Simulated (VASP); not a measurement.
All values below come from revPBE GGA, VASP's PBE PAW potentials (set 64) (plane waves; VASP).

VASP input:

### POSCAR
```
BN
1
    0.0000000000     1.8556142284     1.8556142284
    1.8556142284     0.0000000000     1.8556142284
    1.8556142284     1.8556142284     0.0000000000
B N
1 1
Direct
  0.0000000000   0.0000000000   0.0000000000
  0.2500000000   0.2500000000   0.2500000000
```

INCAR:
```
ALGO=Normal
EDIFF=1E-7
ENCUT=520
GGA=RE
ISIF=2
ISMEAR=0
LASPH=.TRUE.
LCHARG=.FALSE.
LREAL=.FALSE.
LWAVE=.FALSE.
NELM=100
PREC=Accurate
SIGMA=0.05
SYSTEM=BN
```

File KPOINTS:
```
Automatic
0
G
  12 12 12
0 0 0
```

POTCAR, in this order: B N (PBE.64 set). Program: vasp_std.

The resulting files:

OSZICAR:
```
       N       E                     dE             d eps       ncg     rms          rms(c)
DAV:   1     0.872019591051E+01    0.87202E+01   -0.52754E+03  1216   0.989E+02
DAV:   2    -0.173406070798E+02   -0.26061E+02   -0.25282E+02  1632   0.166E+02
DAV:   3    -0.175428309737E+02   -0.20222E+00   -0.20222E+00  1360   0.184E+01
DAV:   4    -0.175430332797E+02   -0.20231E-03   -0.20231E-03  1560   0.494E-01
DAV:   5    -0.175430333514E+02   -0.71760E-07   -0.71760E-07  1264   0.725E-03    0.632E+00
DAV:   6    -0.167755030298E+02    0.76753E+00   -0.34755E+00  1496   0.132E+01    0.308E+00
DAV:   7    -0.167356129768E+02    0.39890E-01   -0.62369E-02  1448   0.260E+00    0.184E+00
DAV:   8    -0.167294540215E+02    0.61590E-02   -0.33324E-02  1216   0.175E+00    0.135E-01
DAV:   9    -0.167297338144E+02   -0.27979E-03   -0.80195E-04  1240   0.269E-01    0.665E-02
DAV:  10    -0.167298938391E+02   -0.16002E-03   -0.23558E-04  1536   0.153E-01    0.150E-02
DAV:  11    -0.167299039970E+02   -0.10158E-04   -0.19341E-05  1432   0.431E-02    0.926E-03
DAV:  12    -0.167299041997E+02   -0.20275E-06   -0.24305E-06  1392   0.129E-02    0.579E-04
DAV:  13    -0.167299042160E+02   -0.16279E-07   -0.38920E-08   608   0.240E-03
   1 F= -.16729904E+02 E0= -.16729904E+02  d E =-.251324E-20
```

**OUTCAR**
```
------------------------ aborting loop because EDIFF is reached ----------------------------------------
  FORCE on cell =-STRESS in cart. coord.  units (eV):
  Direction    XX          YY          ZZ          XY          YZ          ZX
  --------------------------------------------------------------------------------------
  Total       -1.5167077     -1.5167077     -1.5167077      0.0000000      0.0000000      0.0000000
  in kB     -190.1601060   -190.1601060   -190.1601060      0.0000000      0.0000000      0.0000000
  external PRESSURE =    -190.1601060 kB  Pullay stress =       0.0000000 kB
  volume of cell :       12.78
      direct lattice vectors                 reciprocal lattice vectors
     0.000000000  1.855614228  1.855614228    -0.269452558  0.269452558  0.269452558
     1.855614228  0.000000000  1.855614228     0.269452558 -0.269452558  0.269452558
     1.855614228  1.855614228  0.000000000     0.269452558  0.269452558 -0.269452558
  FREE ENERGIE OF THE ION-ELECTRON SYSTEM (eV)
  ---------------------------------------------------
  free  energy   TOTEN  =       -16.7299042160 eV

  energy  without entropy=      -16.7299042160  energy(sigma->0) =      -16.72990422
```
(Selected blocks of OUTCAR.)

The compound is BN in the zinc blende structure. This cell is one point of a volume scan, at 1.06 of the reference volume.
